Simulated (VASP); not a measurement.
```xyz
1
Lattice="0.0000 1.9165 1.9359 1.9359 0.0000 1.9359 1.9359 1.9165 0.0000" Properties=species:S:1:pos:R:3 pbc="T T T"
Pd     0.0000     0.0000     0.0000
```

Computed with PBEsol GGA, VASP's PBE PAW potentials (set 64) (plane waves; VASP). Run with 480 eV cut-off, 16×16×16 Γ-centred mesh, first-order Methfessel-Paxton smearing of 0.10 eV, potentials Pd.

Question: Give the stress tensor in GPa (positive for a compressed cell).

Answer: 
```
2.31  0.00  0.00
0.00  2.98  0.00
0.00  0.00  2.31
```
The pressure is its mean diagonal, 2.53 GPa.

The compound is Pd in the fcc structure. This cell was strained or had an atom moved on purpose.
